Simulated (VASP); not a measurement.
# OH on Ni(111): which site?, part 3 of 8

Which site of Ni(111) does OH prefer, and what does it do to the work function?

VASP 6.6.1, plane waves and PAW; the level of theory is named at each step.

Still holding for the runs below: The magnetic state follows from one typed start and may not be the lowest.

So far. Step 3 (The bulk reference, job self-consistent run, k-mesh …): The run ends at a pressure of -0.35 GPa. Step 4 (Relaxing the slab): The run ended after 6 ionic steps, 0.032 eV below its first step, once the forces on the free atoms met EDIFFG = -0.03.

## (5) Vacuum level and density of states

Level of this step: PBE, spin-polarised from a ferromagnetic start; plane waves and PAW (Ni) (VASP).

A static run writes the electrostatic potential without exchange and correlation (LVHAR), which is flat in the vacuum and gives the level to count from. The dipole correction cancels the field that unlike faces would set up across the vacuum.

The input, INCAR:

```
SYSTEM = Ni
PREC = Normal
ENCUT = 440
EDIFF = 1E-06
NELM = 120
ISMEAR = 1
SIGMA = 0.15
LREAL = .FALSE.
ALGO = Fast
GGA = PE
NBANDS = 87
ISPIN = 2
MAGMOM = 1 1 1 1 1 1 1 1 1 1 1 1
LASPH = .TRUE.
LMAXMIX = 4
LORBIT = 11
LWAVE = .FALSE.
LCHARG = .FALSE.
KPAR = 4
IDIPOL = 3
LDIPOL = .TRUE.
DIPOL = 0.5 0.5 0.498
LVHAR = .TRUE.
LVACPOTAV = .TRUE.
NEDOS = 1500
```

The input, POSCAR:

```
Ni
1.0
    4.9754855063      0.0000000000      0.0000000000
    2.4877427531      4.3088968446      0.0000000000
    0.0000000000      0.0000000000     19.0624669043
Ni
12
Selective dynamics
Direct
    0.1666666700      0.1666666700      0.3934433100  F F F
    0.6666666700      0.1666666700      0.3934433100  F F F
    0.1666666700      0.6666666700      0.3934433100  F F F
    0.6666666700      0.6666666700      0.3934433100  F F F
    0.8333333300      0.3333333300      0.4982770332  T T T
    0.3333333300      0.3333333300      0.4982770332  T T T
    0.8333333300      0.8333333300      0.4982770332  T T T
    0.3333333300      0.8333333300      0.4982770332  T T T
    0.0000000000      0.0000000000      0.6028587208  T T T
    0.5000000000      0.0000000000      0.6028587208  T T T
    0.0000000000      0.5000000000      0.6028587208  T T T
    0.5000000000      0.5000000000      0.6028587208  T T T
```

The input, KPOINTS:

```
Automatic mesh
0
Gamma
6 6 1
0 0 0
```

Potentials, in the order of the species: Ni (PBE family, release 64).

Command:

```bash
$ mpirun -np 4 vasp_std
```

What it wrote:

```text
[... set-up lines as in an earlier step ...]
 entering main loop
       N       E                     dE             d eps       ncg     rms          rms(c)
DAV:   1     0.836120814699E+03    0.83612E+03   -0.47350E+04  2436   0.129E+03
DAV:   2     0.103485699839E+01   -0.83509E+03   -0.78719E+03  2436   0.306E+02
DAV:   3    -0.697518771985E+02   -0.70787E+02   -0.64332E+02  2627   0.124E+02
DAV:   4    -0.714776506646E+02   -0.17258E+01   -0.17165E+01  2645   0.224E+01
DAV:   5    -0.715167085988E+02   -0.39058E-01   -0.39057E-01  3573   0.203E+00    0.327E+01
RMM:   6    -0.734240256906E+02   -0.19073E+01   -0.11647E+02  2652   0.668E+01    0.483E+01
RMM:   7    -0.725934876871E+02    0.83054E+00   -0.38217E+01  2591   0.344E+01    0.399E+01
RMM:   8    -0.597840111319E+02    0.12809E+02   -0.99186E+00  2530   0.191E+01    0.822E+00
RMM:   9    -0.761349704680E+02   -0.16351E+02   -0.54184E+00  2851   0.112E+01    0.513E+01
RMM:  10    -0.595747337996E+02    0.16560E+02   -0.44829E+00  2840   0.127E+01    0.124E+01
RMM:  11    -0.583970150080E+02    0.11777E+01   -0.51220E-01  2696   0.378E+00    0.303E+00
RMM:  12    -0.587198077565E+02   -0.32279E+00   -0.85055E-02  2696   0.117E+00    0.515E+00
RMM:  13    -0.588575735640E+02   -0.13777E+00   -0.33856E-02  2830   0.586E-01    0.490E+00
RMM:  14    -0.593299628405E+02   -0.47239E+00   -0.27863E-01  3092   0.189E+00    0.298E+00
RMM:  15    -0.598199891444E+02   -0.49003E+00   -0.47561E-01  3225   0.182E+00    0.451E+00
RMM:  16    -0.599941059470E+02   -0.17412E+00   -0.46136E-02  2855   0.941E-01    0.208E+00
RMM:  17    -0.602114538339E+02   -0.21735E+00   -0.34090E-02  2891   0.538E-01    0.169E+00
RMM:  18    -0.603282718123E+02   -0.11682E+00   -0.21925E-02  2889   0.518E-01    0.115E+00
RMM:  19    -0.604250556520E+02   -0.96784E-01   -0.20749E-02  2928   0.340E-01    0.362E-01
RMM:  20    -0.604772859271E+02   -0.52230E-01   -0.96853E-03  2908   0.232E-01    0.412E-01
RMM:  21    -0.605082702328E+02   -0.30984E-01   -0.88358E-03  2978   0.237E-01    0.106E-01
RMM:  22    -0.605128260172E+02   -0.45558E-02   -0.83317E-04  2824   0.913E-02    0.662E-02
RMM:  23    -0.605158818394E+02   -0.30558E-02   -0.41372E-04  2905   0.584E-02    0.428E-02
RMM:  24    -0.605183855810E+02   -0.25037E-02   -0.19794E-04  2918   0.443E-02    0.325E-02
RMM:  25    -0.605207361144E+02   -0.23505E-02   -0.12410E-04  2904   0.239E-02    0.417E-02
RMM:  26    -0.605223470379E+02   -0.16109E-02   -0.70189E-05  2822   0.167E-02    0.179E-02
RMM:  27    -0.605229763690E+02   -0.62933E-03   -0.22209E-05  2493   0.107E-02    0.165E-02
RMM:  28    -0.605234128182E+02   -0.43645E-03   -0.25104E-05  2484   0.949E-03    0.947E-03
RMM:  29    -0.605235860799E+02   -0.17326E-03   -0.10718E-05  2290   0.586E-03    0.525E-03
RMM:  30    -0.605236387630E+02   -0.52683E-04   -0.31697E-06  2039   0.343E-03    0.321E-03
RMM:  31    -0.605236507025E+02   -0.11940E-04   -0.70559E-07  1865   0.247E-03    0.262E-03
RMM:  32    -0.605236564783E+02   -0.57758E-05   -0.28910E-07  1706   0.158E-03    0.182E-03
RMM:  33    -0.605236578140E+02   -0.13358E-05   -0.13201E-07  1663   0.139E-03    0.128E-03
RMM:  34    -0.605236590125E+02   -0.11985E-05   -0.84305E-08  1501   0.106E-03    0.407E-04
RMM:  35    -0.605236606146E+02   -0.16021E-05   -0.37688E-08  1259   0.855E-04    0.534E-04
RMM:  36    -0.605236623643E+02   -0.17496E-05   -0.30473E-08  1251   0.798E-04    0.678E-04
RMM:  37    -0.605236631910E+02   -0.82675E-06   -0.12304E-08   961   0.642E-04
 -----------------------------------------------------------------------------
|                                                                             |
|           W    W    AA    RRRRR   N    N  II  N    N   GGGG   !!!           |
|           W    W   A  A   R    R  NN   N  II  NN   N  G    G  !!!           |
|           W    W  A    A  R    R  N N  N  II  N N  N  G       !!!           |
|           W WW W  AAAAAA  RRRRR   N  N N  II  N  N N  G  GGG   !            |
|           WW  WW  A    A  R   R   N   NN  II  N   NN  G    G                |
|           W    W  A    A  R    R  N    N  II  N    N   GGGG   !!!           |
|                                                                             |
|     Did not find any points to average over, which means that no vacuum     |
|     field-free region was found. Please increase the size of  your cell     |
|     in the dimension of the dipole correction to obtain accurate            |
|     workfunction values.                                                    |
|                                                                             |
 -----------------------------------------------------------------------------

   1 F= -.60523663E+02 E0= -.60531150E+02  d E =0.224618E-01  mag=     8.7987
```

Wall time 5.3 min (4 MPI ranks of Intel Xeon Platinum 8488C (Sapphire Rapids), shared host); peak memory 2 GiB; 18 min of CPU time.

Parts of OUTCAR (step 5):

```text
   NELECT =     120.0000    total number of electrons

 dipolmoment           0.000000      0.000000      0.000018 electrons x Angstroem

 E-fermi :  -0.2916

 spin component 1
 k-point     1 :       0.0000    0.0000    0.0000
  band No.  band energies     occupation
    ...
     59      -0.7645      1.00004
     60      -0.7645      1.00004
     61      -0.7545      1.00006
     62      -0.7545      1.00006
     63      -0.7545      1.00006
     64       0.0485     -0.00307
     65       0.5385     -0.00000
     66       0.5385     -0.00000
     67       0.5385     -0.00000
     68       1.9202     -0.00000
    ...

 k-point     2 :       0.1667   -0.0000    0.0000
  band No.  band energies     occupation
    ...
     60      -0.8809      1.00000
     61      -0.8791      1.00000
     62      -0.8513      1.00000
     63      -0.7024      1.00037
     64      -0.5387      1.02091
     65       0.5706     -0.00000
     66       0.6817     -0.00000
     67       0.6817     -0.00000
     68       0.7216     -0.00000
     69       1.7612     -0.00000
    ...

  Total       -4.9874343     -4.9874343     -0.4206208      0.0000000      0.0000000     -0.0000000
  in kB      -19.5527166    -19.5527166     -1.6489999      0.0000000      0.0000000     -0.0000000
  external PRESSURE =     -13.5848110 kB  Pullay stress =       0.0000000 kB

 POSITION                                       TOTAL-FORCE (eV/Angst)
 -----------------------------------------------------------------------------------
      1.24387      0.71815      7.50000        -0.000000     -0.000000      0.023927
      3.73161      0.71815      7.50000        -0.000000     -0.000000      0.023927
      2.48774      2.87260      7.50000        -0.000000     -0.000000      0.023927
      4.97549      2.87260      7.50000        -0.000000     -0.000000      0.023927
      4.97549      1.43630      9.49839         0.000000      0.000000     -0.025239
      2.48774      1.43630      9.49839        -0.000000      0.000000     -0.025239
      6.21936      3.59075      9.49839        -0.000000      0.000000     -0.025239
      3.73161      3.59075      9.49839         0.000000      0.000000     -0.025239
      0.00000      0.00000     11.49197        -0.000000     -0.000000      0.001312
      2.48774      0.00000     11.49197         0.000000     -0.000000      0.001312
      1.24387      2.15445     11.49197        -0.000000     -0.000000      0.001312
      3.73161      2.15445     11.49197         0.000000     -0.000000      0.001312
 -----------------------------------------------------------------------------------
    total drift:                                0.000013      0.000007     -0.012818

  FREE ENERGIE OF THE ION-ELECTRON SYSTEM (eV)
  ---------------------------------------------------
  free  energy   TOTEN  =       -60.5236631910 eV

  energy  without entropy=      -60.5461249584  energy(sigma->0) =      -60.53115045

 vacuum level on the upper side and lower side of the slab         4.660         4.660

[... 8 parts as in an earlier step ...]

[... 15 further parts left out ...]
```

This step gave:

* electronic cycles: 37
* free energy (TOTEN): -60.5237 eV
* energy at zero smearing: -60.5312 eV
* Fermi energy: -0.2916 eV
* dipole moment: 0, 0, 1.80e-5 e·Å
* vacuum levels: 4.66, 4.66 eV
* work functions of the upper and lower face: 4.952, 4.952 eV

Zero at the Fermi level. Table of planar average of the electrostatic potential by height:

```
height (Å)  planar average of the electrostatic potential (eV)
       0.0                                                4.95
       0.5                                                4.95
       1.0                                                4.95
       1.5                                                4.95
       2.0                                                4.95
       2.5                                                4.95
       3.0                                                4.95
       3.5                                                4.95
       4.0                                                4.95
       4.5                                                4.93
       5.0                                                4.88
       5.5                                                4.70
       6.0                                                4.02
       6.5                                                1.57
       7.0                                               -8.23
       7.5                                               -20.7
       8.0                                               -8.36
       8.5                                              -0.510
       9.0                                               -8.65
       9.5                                               -20.8
      10.0                                               -8.54
      10.5                                              -0.477
      11.0                                               -8.61
      11.5                                               -20.6
      12.0                                               -8.02
      12.5                                                1.62
      13.0                                                4.04
      13.5                                                4.70
      14.0                                                4.88
      14.5                                                4.93
      15.0                                                4.95
      15.5                                                4.95
      16.0                                                4.95
      16.5                                                4.95
      17.0                                                4.95
      17.5                                                4.95
      18.0                                                4.95
      18.5                                                4.95
```

Density of states in the PAW spheres, an atom over height of the layer and energy from the Fermi level.

Ten even steps from '0' (0.03 states/eV) to '9' (3.58 states/eV), each cell a mean:
```
222
555
434
979
767
969
757
767
343
353
232
242
131
010
000
000
000
000
000
000
000
000
```
Columns: height of the layer (Å) from 7.5 to 11.5; rows upwards: energy from the Fermi level (eV) from -7.9 to 0.5.

The map of layer states is cut here 0.5 eV above the Fermi level, so it leaves out the states above that.

The vacuum level lies 4.95 eV above the Fermi level at the upper face; both faces agree, as the slab has next to no dipole.

The program found no field-free point at its default tolerance, but its printed level agrees with the flat part of the planar average.

On this mesh the fine structure of the density of states is sampling noise, and high empty states may be cut by the number of bands.

(Continued in part 4 of 8.)

[Lines on the potential files, build, host, timing and source positions are cut from VASP's logs without a mark.]

[Logs are printed without paths, hosts, clocks, repeated set-up lines and the standing remarks that a program may print on its own settings, such as how far it seeks lower states.]

[Hosts, paths, dates, database ids (printed as entryN), source tags and the programs' standing remarks are cut or masked in the printed files.]

[Runs that stopped without an error message from VASP are left out.]
